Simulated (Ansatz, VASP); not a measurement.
# MoS2 in two plane-wave programs

Aim: how closely do two programs agree when they are given the same cell, functional and k mesh? Of the first pair: The cell is taken from a series of runs on this material, whose earlier steps may have relaxed, scaled, displaced or heated it; both programs get it as it stands.

Program: Ansatz 0.2.0. Level of theory: plane waves, with VASP 6.6.1 beside it; relaxation of cell and atoms at PBE with D3(BJ) and single point at PBE with D3(BJ). Results are calculated unless marked as measured.

## (1) Set-up

Symmetry: R3m, No. 160, trigonal system. Conventional cell: a = 3.153 Å, b = 3.153 Å, c = 17.991 Å, α = 90.00°, β = 90.00°, γ = 120.00°. Nearest to Mo lie 6 S at 2.40 Å. Nearest to S lie 3 Mo at 2.40 Å. Nearest to S lie 3 Mo at 2.40 Å. Farther neighbours and most contacts between anions are not listed.

## (2) VASP: relaxation of cell and atoms, PBE with D3(BJ)

The relaxed volume is the usual yardstick between codes: in a stiff, nearly cubic crystal its relative difference is about their pressure difference at one cell divided by the bulk modulus.

Lines of VASP's logs that name or quote its potential files are left out, and so is its time.

INCAR reads:

```
SYSTEM = MoS2
PREC = Accurate
ENCUT = 500
EDIFF = 1E-07
NELM = 120
ISMEAR = -1
SIGMA = 0.02
LREAL = .FALSE.
ALGO = Normal
GGA = PE
IVDW = 12
NBANDS = 19
LASPH = .TRUE.
LORBIT = 11
LWAVE = .FALSE.
LCHARG = .FALSE.
ISIF = 3
IBRION = 2
NSW = 80
EDIFFG = -0.005
GGA_COMPAT = .FALSE.
NELMIN = 4
EFERMI = MIDGAP
KPAR = 2
```

POSCAR reads:

```
MoS2
1.0
    1.5765626305      0.9102288591      5.9969775664
   -1.5765626305      0.9102288591      5.9969775664
    0.0000000000     -1.8204577183      5.9969775664
Mo S
1 2
Direct
    0.9999832097      0.9999832097      0.9999832097
    0.2464551186      0.2464551186      0.2464551186
    0.4202616717      0.4202616717      0.4202616717
```

KPOINTS reads:

```
Automatic mesh
0
Gamma
10 10 10
0 0 0
```

PAW data sets: Mo_sv and S (PBE family, release 64).

Command:

```sh
mpirun -np 2 vasp_std
```

Numbers of over 12 decimals in the logs are rounded to 6 here.

Log:

```text
[banner, memory and clock lines left out]
running    2 mpi-ranks, on    1 nodes
 distrk:  each k-point on    1 cores,    2 groups
 distr:  one band on    1 cores,    1 groups

 POSCAR found type information on POSCAR MoS
 POSCAR found :  2 types and       3 ions
 LDA part: xc-table for (Slater+PW92), standard interpolation
 POSCAR, INCAR and KPOINTS ok, starting setup
 FFT: planning ... GRIDC
 FFT: planning ... GRID_SOFT
 FFT: planning ... GRID
 WAVECAR not read
 entering main loop
       N       E                     dE             d eps       ncg     rms          rms(c)
DAV:   1     0.178891595690E+03    0.17889E+03   -0.13382E+04  4424   0.126E+03
DAV:   2    -0.162097510723E+02   -0.19510E+03   -0.19058E+03  5538   0.324E+02
DAV:   3    -0.231224363636E+02   -0.69127E+01   -0.68386E+01  5369   0.569E+01
DAV:   4    -0.232032422078E+02   -0.80806E-01   -0.80749E-01  5549   0.641E+00
DAV:   5    -0.232042979870E+02   -0.10558E-02   -0.10557E-02  5350   0.720E-01    0.246E+01
DAV:   6    -0.221483604851E+02    0.10559E+01   -0.10856E+01  4684   0.206E+01    0.918E+00
DAV:   7    -0.218679730622E+02    0.28039E+00   -0.40521E+00  4584   0.119E+01    0.595E+00
DAV:   8    -0.217654608741E+02    0.10251E+00   -0.54465E-01  4960   0.471E+00    0.190E+00
DAV:   9    -0.217672808304E+02   -0.18200E-02   -0.24568E-02  5407   0.100E+00    0.661E-01
DAV:  10    -0.217658607743E+02    0.14201E-02   -0.11468E-02  4946   0.732E-01    0.151E-01
DAV:  11    -0.217658596712E+02    0.11031E-05   -0.47151E-04  5013   0.161E-01    0.468E-02
DAV:  12    -0.217658318295E+02    0.27842E-04   -0.13560E-04  5045   0.775E-02    0.424E-02
DAV:  13    -0.217658498244E+02   -0.17995E-04   -0.29550E-05  4768   0.346E-02    0.105E-02
DAV:  14    -0.217658498942E+02   -0.69872E-07   -0.23292E-06  5889   0.926E-03    0.438E-03
DAV:  15    -0.217658498386E+02    0.55656E-07   -0.43969E-07  4918   0.392E-03
   1 F= -.23086409E+02 E0= -.23086409E+02  d E =-.230864E+02
 curvature:   0.00 expect dE= 0.000E+00 dE for cont linesearch  0.000E+00
 trial: gam= 0.00000 g(F)=  0.158E-04 g(S)=  0.847E-04 ort = 0.000E+00 (trialstep = 0.100E+01)
 search vector abs. value=  0.101E-03
 bond charge predicted
       N       E                     dE             d eps       ncg     rms          rms(c)
DAV:   1    -0.217640886113E+02    0.17613E-02   -0.23991E-02  4776   0.147E+00    0.380E-01
DAV:   2    -0.217633971840E+02    0.69143E-03   -0.75822E-03  4635   0.617E-01    0.126E-01
DAV:   3    -0.217631174825E+02    0.27970E-03   -0.17065E-03  4546   0.212E-01    0.534E-02
DAV:   4    -0.217630822460E+02    0.35236E-04   -0.20360E-04  4759   0.109E-01    0.209E-02
DAV:   5    -0.217630849882E+02   -0.27422E-05   -0.79922E-06  6715   0.205E-02    0.160E-02
DAV:   6    -0.217630881122E+02   -0.31239E-05   -0.24112E-06  4880   0.888E-03    0.271E-03
DAV:   7    -0.217630882142E+02   -0.10200E-06   -0.25292E-07  4397   0.393E-03    0.206E-03
DAV:   8    -0.217630882788E+02   -0.64606E-07   -0.20190E-08  2585   0.109E-03
   2 F= -.23086358E+02 E0= -.23086358E+02  d E =0.509073E-04
 trial-energy change:    0.000051  1 .order    0.000054   -0.000101    0.000208
 step:   0.3386(harm=  0.3254)  dis= 0.00021  next Energy=   -23.086426 (dE=-0.171E-04)
 bond charge predicted
       N       E                     dE             d eps       ncg     rms          rms(c)
DAV:   1    -0.217653938907E+02   -0.23057E-02   -0.10534E-02  4764   0.977E-01    0.250E-01
DAV:   2    -0.217650974387E+02    0.29645E-03   -0.33888E-03  4623   0.411E-01    0.840E-02
DAV:   3    -0.217649705290E+02    0.12691E-03   -0.76160E-04  4525   0.142E-01    0.355E-02
DAV:   4    -0.217649536716E+02    0.16857E-04   -0.89033E-05  4738   0.720E-02    0.136E-02
DAV:   5    -0.217649523163E+02    0.13552E-05   -0.35476E-06  6729   0.136E-02    0.104E-02
DAV:   6    -0.217649503204E+02    0.19960E-05   -0.10538E-06  4849   0.587E-03    0.182E-03
DAV:   7    -0.217649502197E+02    0.10066E-06   -0.99990E-08  2888   0.254E-03    0.123E-03
DAV:   8    -0.217649501646E+02    0.55075E-07   -0.17504E-08  2456   0.987E-04
   3 F= -.23086426E+02 E0= -.23086426E+02  d E =-.171864E-04
 curvature:  -0.16 expect dE=-0.163E-06 dE for cont linesearch -0.557E-07
 trial: gam= 0.00000 g(F)=  0.939E-06 g(S)=  0.653E-07 ort =-0.587E-05 (trialstep = 0.868E+00)
 search vector abs. value=  0.100E-05
 reached required accuracy - stopping structural energy minimisation
```

From OUTCAR (step 2):

```text
ion  position               nearest neighbor table
   1  1.000  1.000  1.000-   2 2.40   2 2.40   2 2.40   3 2.40   3 2.40   3 2.40
   2  0.246  0.246  0.246-   1 2.40   1 2.40   1 2.40
   3  0.420  0.420  0.420-   1 2.40   1 2.40   1 2.40

  LATTYP: Found a trigonal (rhomboedric) cell.
 ALAT       =     6.2672008294
 COS(alpha) =     0.8734374464

 Subroutine GETGRP returns: Found  6 space group operations
 (whereof  6 operations were pure point group operations)

The static configuration has the point symmetry C_3v.

 Found    116 irreducible k-points:

   k-points           NKPTS =    116   k-points in BZ     NKDIM =    116   number of bands    NBANDS=     19

   dimension x,y,z NGX =    48 NGY =   48 NGZ =   48
   dimension x,y,z NGXF=    96 NGYF=   96 NGZF=   96

   ENCUT  =  500.0 eV  36.75 Ry    6.06 a.u.  11.43 11.43 11.43*2*pi/ulx,y,z

   NELECT =      26.0000    total number of electrons

 k-points in reciprocal lattice and weights: Automatic mesh
   0.00000000  0.00000000  0.00000000       0.001
   0.10000000  0.00000000  0.00000000       0.006
   0.20000000  0.00000000  0.00000000       0.006
   0.30000000 -0.00000000  0.00000000       0.006
   0.40000000 -0.00000000  0.00000000       0.006
   0.50000000  0.00000000  0.00000000       0.003
   0.10000000  0.10000000  0.00000000       0.006
   0.20000000  0.10000000 -0.00000000       0.012
   0.30000000  0.10000000 -0.00000000       0.012
[...]
-0.40000000  0.50000000  0.40000000       0.006
   0.50000000  0.50000000  0.50000000       0.001

 Edisp (eV)   -1.32327

 average (electrostatic) potential at core
       1 -74.2367       2 -83.9959       3 -84.0020

 E-fermi :   8.5049

 k-point     1 :       0.0000    0.0000    0.0000
  band No.  band energies     occupation
    ...
      9       4.7204      2.00000
     10       5.8117      2.00000
     11       5.8117      2.00000
     12       6.7553      2.00000
     13       7.0100      2.00000
     14      10.0561      0.00000
     15      10.0561      0.00000
     16      10.4754      0.00000
     17      10.4754      0.00000
     18      13.6532      0.00000
    ...

 k-point     2 :       0.1000    0.0000    0.0000
  band No.  band energies     occupation
    ...
      9       4.8822      2.00000
     10       5.3093      2.00000
     11       5.5687      2.00000
     12       6.7308      2.00000
     13       7.1357      2.00000
     14       9.9569      0.00000
     15      10.0511      0.00000
     16      10.2583      0.00000
     17      10.3654      0.00000
     18      14.3472      0.00000
    ...

 k-point     3 :       0.2000    0.0000    0.0000
  band No.  band energies     occupation
    ...
      9       4.4083      2.00000
     10       5.0447      2.00000
     11       5.3221      2.00000
     12       6.5887      2.00000
     13       6.7724      2.00000
     14       9.3188      0.00000
     15       9.9869      0.00000
     16      10.3951      0.00000
     17      10.7948      0.00000
     18      15.4574      0.00000
    ...

 Edisp (eV)   -1.32148

  Total       0.00035     0.00035     0.00195     0.00000    -0.00000    -0.00000
  in kB       0.01078     0.01078     0.06066     0.00000    -0.00000    -0.00000
  external pressure =        0.03 kB  Pullay stress =        0.00 kB

  energy-cutoff  :      500.00
  volume of cell :       51.60
      direct lattice vectors                 reciprocal lattice vectors
     1.576250094  0.910048416  5.995307233     0.317208546  0.183140439  0.055599041
    -1.576250094  0.910048416  5.995307233    -0.317208546  0.183140439  0.055599041
     0.000000000 -1.820096832  5.995307233     0.000000000 -0.366280879  0.055599041

 POSITION                                       TOTAL-FORCE (eV/Angst)
 -----------------------------------------------------------------------------------
      0.00000     -0.00000     17.98562         0.000000     -0.000000      0.000037
      0.00000     -0.00000      4.43293         0.000000      0.000000     -0.003137
      0.00000     -0.00000      7.55859         0.000000     -0.000000      0.003101
 -----------------------------------------------------------------------------------
    total drift:                                0.000000      0.000000     -0.000020

  FREE ENERGIE OF THE ION-ELECTRON SYSTEM (eV)
  ---------------------------------------------------
  free  energy   TOTEN  =       -23.0864263765 eV

  energy  without entropy=      -23.0864263764  energy(sigma->0) =      -23.08642638

 reached required accuracy - stopping structural energy minimisation

 total charge
# of ion       s       p       d       tot
------------------------------------------
    1        2.294   6.225   3.967  12.485
    2        1.366   2.344   0.000   3.709
    3        1.366   2.343   0.000   3.709
--------------------------------------------------
tot          5.026  10.911   3.967  19.904

[... 3 further parts left out ...]
```

CONTCAR:

```
MoS2
   1.00000000000000
     1.5762500936451658    0.9100484158627339    5.9953072333441035
    -1.5762500936451658    0.9100484158627339    5.9953072333441035
     0.0000000000000000   -1.8200968318254200    5.9953072333440991
  Mo              S
     1     2
Direct
     0.9999831867665133    0.9999831867665133    0.9999831867665133
     0.2464667348288311    0.2464667348288311    0.2464667348288311
     0.4202500784046472    0.4202500784046472    0.4202500784046472
```

The run keeps the 6 symmetry operations of its start, so it cannot find a distortion of lower symmetry.

## (3) Ansatz: relaxation of cell and atoms, PBE with D3(BJ)

Ansatz runs on its PAW soft_1 files.

The same cell, functional, mesh and smearing now go to Ansatz.

input.yaml reads:

```yaml
crystal:
  lattice:
    - [1.5765626305, 0.9102288591, 5.9969775664]
    - [-1.5765626305, 0.9102288591, 5.9969775664]
    - [0.0, -1.8204577183, 5.9969775664]
  atoms:
    - { symbol: Mo, position: [-1.67903e-05, -1.67903e-05, -1.67903e-05] }
    - { symbol: S, position: [0.2464551186, 0.2464551186, 0.2464551186] }
    - { symbol: S, position: [0.4202616717, 0.4202616717, 0.4202616717] }
kpoints:
  mp_grid: { grid: [10, 10, 10] }
scf:
  occupations: { method: fermi_dirac, width: 0.02 }
hamiltonian:
  xc: pbe
  pseudopotentials: { kind: paw, azcp: { folder: soft_1 } }
  dispersion: d3bj
basis:
  ecutwfc: 600
output:
  forces: true
  stress: true
relax:
  f_tol: 0.005
  max_steps: 70
  cell: { stress_tol: 0.02, p_target: 0 }
```

Command:

```sh
ansatz run input.yaml --threads 3 --pin off --max-ram 5120MiB --backend cpu --events-out ev --progress --plain --runs-dir out
```

Log:

```text
basis.fft_grid_basis auto: the FFT boxes are laid along the combinations [[1, 0, -1], [0, 1, -1], [0, 0, 1]] of the cell's own vectors, 3.153, 3.153 and 6.267 Å long. The dense box has 27×27×54 points. Along the cell's own vectors, as sized, it would have 54×54×54, 4.00 times as many. Of the 6 symmetry operations that the crystal satisfies within crystal.symmetry.tolerance (time reversal apart; of a slab, those that  [...]
Engine: ansatz 0.2.0, x86_64-unknown-linux-gnu
Pseudopotentials: kind: paw
Pseudopotential: Mo, paw, valence charge 14, recommended cutoff 420 eV (normal), soft_1/Mo.paw.azcp
Pseudopotential: S, paw, valence charge 6, recommended cutoff 420 eV (normal), soft_1/S.paw.azcp
Functional definition: PBE
  parameter kappa = 0.804
  parameter beta = 0.066725
  exchange = pbe_x(kappa = kappa, mu = beta*pi^2/3)
  correlation = pbe_c(beta = beta)
Crystal: 3 atoms, lattice volume = 51.635 Å³
Basis set: ecut = 600 eV, 1739 PW (Γ), FFT grids on a1−a3, a2−a3, a3, exchange–correlation on 54×54×108 points (8 copies of the dense FFT grid, shifted against one another)
Bands: 17, of which v1, the nominal top of the filled ones, is band 13 counted from 1 (12 counted from 0)
Symmetry: 6 space group operations
Space group: R3m (ITA 160), of the structure as read, at distance tolerance 3.7e-5 Å
k-points: 116 of 1000 (time reversal used)
Non-local potential: Mo, projectors of the file, l = 0: 3, l = 1: 2, l = 2: 2, l = 3: 1
Non-local potential: S, projectors of the file, l = 0: 2, l = 1: 2, l = 2: 1
PAW form: soft (Blöchl's): semilocal exchange-correlation on the pseudo side does not see the compensation charge
PAW one-centre angular grid: Mo, 590 points (default); XC on 64 Gauss nodes
PAW one-centre angular grid: S, 110 points (default); XC on 64 Gauss nodes
Initial density: superposition of atomic densities (chi_scale 0.1, normalization cell, long waves kept (reshape's long-wave potential 0.06 eV rms))
Initial wavefunctions: pseudopotential atomic-orbital guess
Functional: x = pbe(κ = 0.804, μ = 0.219515), c = pbe(β = 0.066725)
SCF iter   1: F=—  HF=-6764.838870 eV  |F-HF|=—  |Δ(HF+E_count)|=         —  Δρ=6.13e-2  dr2=2.43e0  ethr=3.10e-3  ⟨swp⟩=6.4  Hψ=12104  notcnv=0
preconditioner: auto → none  [insulator: Δε(μ)=0.678 eV  Ē_g=8.595 eV  σ=0.020 eV  W_gap=1.00  n_scr=16 (ndim 8)  ℏωp=21.9 eV  f_vac=0.000  D(μ)=0.00/eV (n_scr^D=0)  ε∞_Penn≈7.5]
SCF iter   2: F=—  HF=-6764.180745 eV  |F-HF|=—  |Δ(HF+E_count)|=   6.58e-1  Δρ=2.64e-2  dr2=6.42e-1  ethr=3.10e-3  ⟨swp⟩=3.0  Hψ=5227  notcnv=0
SCF iter   3: F=—  HF=-6764.100486 eV  |F-HF|=—  |Δ(HF+E_count)|=   8.03e-2  Δρ=1.39e-2  dr2=9.57e-2  ethr=2.47e-3  ⟨swp⟩=2.6  Hψ=2981  notcnv=0
SCF iter   4: F=—  HF=-6764.089753 eV  |F-HF|=—  |Δ(HF+E_count)|=   1.07e-2  Δρ=5.01e-3  dr2=1.68e-2  ethr=3.68e-4  ⟨swp⟩=2.1  Hψ=2924  notcnv=0
SCF iter   5: F=—  HF=-6764.087339 eV  |F-HF|=—  |Δ(HF+E_count)|=   2.41e-3  Δρ=7.72e-4  dr2=3.68e-4  ethr=6.44e-5  ⟨swp⟩=2.4  Hψ=3122  notcnv=0
SCF iter   6: F=—  HF=-6764.087322 eV  |F-HF|=—  |Δ(HF+E_count)|=   1.78e-5  Δρ=1.17e-4  dr2=1.06e-5  ethr=1.42e-6  ⟨swp⟩=2.4  Hψ=3347  notcnv=0
SCF iter   7: F=—  HF=-6764.087326 eV  |F-HF|=—  |Δ(HF+E_count)|=   4.29e-6  Δρ=1.88e-5  dr2=1.52e-7  ethr=4.06e-8  ⟨swp⟩=2.2  Hψ=3078  notcnv=0
SCF iter   8: F=-6764.087326 eV  HF=-6764.087326 eV  |F-HF|=2.51e-9  |Δ(HF+E_count)|=   2.91e-8  Δρ=2.66e-6  dr2=4.01e-9  ethr=3.85e-10  ⟨swp⟩=5.7  Hψ=7712  notcnv=0
SCF 1 converged in 8 iterations: F = -6764.087326 eV  dr2 = 4.01e-9
  greatest PAW one-centre occupation: 0.999 electrons in one spin orbital (limit 2), on the Mo atom at site 0 (counted from 0), in its partial waves of l = 0
relax step   1: F+E_penalty+E_count = -6764.08732591 eV  Δ(F+E_penalty+E_count) = +0.000e0 eV  max|allowed force component| = 6.853e-4 eV/Å  Δτ_max = 0.0000 Å  P = +0.002 GPa  Ω = 51.635 Å³  (8 SCF iters, dr2 threshold 1.00e-7 eV, accepted)
Initial density: handed on by an earlier stage of this run
Initial wavefunctions: pseudopotential atomic-orbital guess (no wavefunctions were taken with the density)
iter 1 solved again at ethr=1.29e-6 eV; its pass at ethr=3.10e-3 eV (dr2=3.35e-4 eV) is discarded
SCF iter   1: F=—  HF=-6764.087322 eV  |F-HF|=—  |Δ(HF+E_count)|=         —  Δρ=4.25e-6  dr2=9.23e-9  ethr=1.29e-6  ⟨swp⟩=3.3  Hψ=17643  notcnv=0
eigensolver tolerance schedule: the retry pair's looser diagonalisation over-reported the residual by 36262.86 of it (diagonalisation noise at an unbounded share of the residual, at the tolerance the schedule requests for it); recorded, not acted on — ethr = c·dr2/N_el stays at c = 1.0e-1
preconditioner: auto → none  [insulator: Δε(μ)=0.790 eV  Ē_g=8.206 eV  σ=0.020 eV  W_gap=1.00  n_scr=16 (ndim 8)  ℏωp=21.9 eV  f_vac=0.008  D(μ)=0.00/eV (n_scr^D=0)  ε∞_Penn≈8.1]
SCF iter   2: F=—  HF=-6764.087326 eV  |F-HF|=—  |Δ(HF+E_count)|=   3.79e-6  Δρ=5.02e-6  dr2=2.47e-8  ethr=3.55e-11  ⟨swp⟩=4.6  Hψ=5779  notcnv=0
SCF iter   3: F=—  HF=-6764.087326 eV  |F-HF|=—  |Δ(HF+E_count)|=   5.71e-9  Δρ=2.94e-6  dr2=6.41e-9  ethr=3.55e-11  ⟨swp⟩=2.0  Hψ=2761  notcnv=0
SCF iter   4: F=—  HF=-6764.087326 eV  |F-HF|=—  |Δ(HF+E_count)|=   1.84e-9  Δρ=1.05e-6  dr2=7.81e-10  ethr=2.47e-11  ⟨swp⟩=2.4  Hψ=2811  notcnv=0
SCF iter   5: F=—  HF=-6764.087326 eV  |F-HF|=—  |Δ(HF+E_count)|=  2.38e-10  Δρ=2.11e-7  dr2=2.48e-11  ethr=3.00e-12  ⟨swp⟩=2.3  Hψ=3077  notcnv=0
SCF iter   6: F=—  HF=-6764.087326 eV  |F-HF|=—  |Δ(HF+E_count)|=  5.46e-12  Δρ=1.18e-7  dr2=1.09e-11  ethr=1.00e-12  ⟨swp⟩=1.0  Hψ=1972  notcnv=0
SCF iter   7: F=-6764.087326 eV  HF=-6764.087326 eV  |F-HF|=9.09e-13  |Δ(HF+E_count)|=  3.64e-12  Δρ=5.92e-8  dr2=2.68e-12  ethr=1.00e-12  ⟨swp⟩=5.8  Hψ=9485  notcnv=0
SCF 2 converged in 7 iterations: F = -6764.087326 eV  dr2 = 2.68e-12
relax step   2: F+E_penalty+E_count = -6764.08732592 eV  Δ(F+E_penalty+E_count) = -1.825e-9 eV  max|allowed force component| = 6.840e-4 eV/Å  Δτ_max = 0.0000 Å  P = +0.003 GPa  Ω = 51.635 Å³  stress off target by 4.05e-3 GPa  SCF on the basis re-selected at this cell (its energy is not comparable with the rows above)  (7 SCF iters)
basis re-selected at this cell: Δ(F+E_penalty+E_count) = -1.825e-9 eV, ΔP = +0.000 GPa vs the last step (what re-selecting the basis moved, of the pressure what is left beyond the Pulay correction that the steps carried, after the strain that the cell walked since its last selection, with what the two solves' SCF thresholds leave and, on support functions, any second-order correction that the steps lacked; it is no m [...]
SCF converged after 7 iterations
Free energy (F): -6764.087326 eV
Harris-Foulkes:  -6764.087326 eV  (|F-HF|=9.09e-13)
Internal energy: -6764.087326 eV  (E = F + TS)
E sigma→0 (E₀):  -6764.087326 eV
Fermi energy:    12.007922 eV
--- Per-component energies (eV) ---
  E_band       = -141.077046
  E_kinetic    = 635.431811
  E_local      = -1847.189351  (includes V_loc(G=0)·N_el)
  E_nonlocal   = 216.989721
  E_hartree    = 709.362220
  E_xc         = -354.949528
  E_vxc        = -386.438605  (∫ρ·V_xc dr)
  E_paw        = -4428.669658  (= ΣΔE_a)
  E_vpaw       = -178.595061  (= ΣTr[D̂ρ^β])
  E_aug_tail   = 0.000011  (compensation charges beyond the density's cutoff)
  E_ewald      = -1693.741687
  E_disp       = -1.320866  (pairwise vdW)
  E_smearing   = -0.000000  (= −TS)
  E_closure    = 0.000000  (closes the sum)
  Σ components = -6764.087326   (vs F -6764.087326, Δ=0.00e0)
--- Forces (eV/Å), atoms counted from 1 ---
  atom   1  Mo     0.00000000     0.00000000    -0.00041211
  atom   2  S      0.00000000     0.00000000    -0.00027191
  atom   3  S     -0.00000000    -0.00000000     0.00068403
  max |Σ_I F_I| component: 9.28e-9 eV/Å
--- Stress (GPa, compression-positive) ---
        0.001777       0.000000       0.000000
        0.000000       0.001777      -0.000000
        0.000000      -0.000000       0.004052
  P = ⅓ Tr σ = 0.0025 GPa (0.025 kbar)
--- Relaxed structure (1 steps of the walk, 1 accepted, 1 SCFs on fresh bases) ---
  F+E_penalty+E_count = -6764.08732592 eV   max|allowed force component| = 6.840e-4 eV/Å   (the final SCF, on the basis selected at the relaxed cell)
  cell:  # Å, volume = 51.6352 Å³
    - [1.576563, 0.910229, 5.996978]
    - [-1.576563, 0.910229, 5.996978]
    - [0.0, -1.820458, 5.996978]
  atoms:
    - { symbol: Mo, position: [-1.6790299999999997e-5, -1.6790299999999997e-5, -1.67903e-5] }
    - { symbol: S, position: [0.2464551186, 0.2464551186, 0.246455] }
    - { symbol: S, position: [0.4202616717, 0.4202616717, 0.4202616717] }
```

Reading the cycles: dr2 is the Hartree energy of the density residual (eV), the measure of convergence; HF is the Harris–Foulkes estimate of the energy, which meets the free energy F at convergence.

## (4) Side by side

Known differences besides the potentials themselves: the cutoff is 600 eV in Ansatz and 500 eV in VASP; Ansatz adds a Pulay correction to the stress that steers its cell, VASP none. Total energies have different zeros and are not compared.

Compared:

```
                                         quantity  Ansatz   VASP  difference
                                      volume (Å³)   51.64  51.60     +0.07 %
edge a after relaxation, in the typed setting (Å)   6.267  6.266     +0.03 %
```

(Part 1 of 2 ends here.)

[Lines on the potential files, build, host, timing and source positions are cut from VASP's logs without a mark.]

[Logs are printed without paths, hosts, clocks, repeated set-up lines and the standing remarks that a program may print on its own settings, such as how far it seeks lower states.]

[Hosts, paths, dates, database ids (printed as entryN), source tags and the programs' standing remarks are cut or masked in the printed files.]
